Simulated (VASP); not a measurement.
An input for Quantum ESPRESSO's pw.x (written as the equivalent of a VASP run, and not itself run):

```
&CONTROL
  calculation = 'vc-relax'
  pseudo_dir = './pseudo'
  outdir = './out'
  tprnfor = .true.
  tstress = .true.
  nstep = 40
  forc_conv_thr = 0.00078
/
&SYSTEM
  ibrav = 0
  nat = 2
  ntyp = 1
  ecutwfc = 80
  occupations = 'smearing'
  smearing = 'gaussian'
  degauss = 0.003675
  input_dft = 'pbesol'
/
&ELECTRONS
  conv_thr = 7.3e-08
  electron_maxstep = 100
/
&IONS
/
&CELL
/
ATOMIC_SPECIES
  Sb 121.760 Sb.upf
CELL_PARAMETERS angstrom
     3.8948953   -2.1661334   -0.0274533
     3.8948953    2.1661334   -0.0274533
     2.7153106    0.0000000    3.5341454
ATOMIC_POSITIONS crystal
  Sb   0.2355449  0.2355449  0.2355449
  Sb   0.7644551  0.7644551  0.7644551
K_POINTS automatic
  8 8 8 0 0 0
```

Write the VASP files for the same calculation (PBEsol).

Several could match; the one computed here: 
**KPOINTS**
```
Automatic mesh
0
Gamma
8 8 8
0 0 0
```

### POSCAR
```
Sb
1
    3.8948953251    -2.1661333553    -0.0274532539
    3.8948953251     2.1661333553    -0.0274532539
    2.7153105751     0.0000000000     3.5341454337
Sb
2
Direct
  0.2355449361   0.2355449361   0.2355449361
  0.7644550639   0.7644550639   0.7644550639
```

**INCAR**
```
# general
SYSTEM =Sb
PREC   =Accurate
ENCUT  =500
LREAL  =.False.
LASPH  =.True.

# electronic loop
EDIFF  =1E-6
NELM   =100
ALGO   =Normal
LMAXMIX=4

# smearing
ISMEAR =0
SIGMA  =0.05

# functional
GGA    =PS

# ions
IBRION =2
NSW    =40
ISIF   =3
EDIFFG =-0.02

# output
LWAVE  =.False.
LCHARG =.False.
```

POTCAR, in this order: Sb (PBE.64 set). Program: vasp_std.

Limits of the translation: the potentials are each code's own (VASP's PAW set, PseudoDojo norm-conserving files in pw.x), so ENCUT and ecutwfc are chosen apart and not converted; conv_thr bounds pw.x's estimated SCF error, while EDIFF bounds the energy change between steps; forc_conv_thr acts on force components and is met together with etot_conv_thr.

The compound is Sb in the a7 structure. This run relaxes it. Symmetry was kept, so distortions that lower it aren't found.
